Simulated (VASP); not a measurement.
The system is InSb.

```
In Sb
1.0
     0.00000    3.26032    3.26032
     3.26032    0.00000    3.26032
     3.26032    3.26032    0.00000
In Sb
1 1
Direct
  0.00000 0.00000 0.00000
  0.25000 0.25000 0.25000
```

Base run:

* Program: VASP 6.6.1
* Functional: HSE06
* Potentials or basis: VASP PAW PBE potentials, release 64 (In_d, Sb)
* Cutoff: 520 eV
* k mesh: 4 × 4 × 4
* Occupations: gaussian, width 0.03 eV
* Spin: no spin polarisation

Its results: band gap on the k mesh 0.45 eV, direct; pressure 0.2 GPa.

Problem. The run is repeated on the same cell with these changes: functional from HSE06 to PBE0. What comes out?

Solution. Band gap on the k mesh 1.07 eV, direct; pressure 0.0 GPa.

Caveats: the PAW data sets were made with another functional, which shifts forces and pressure a little; spin-orbit coupling is left out, which moves the levels of the heavy elements.
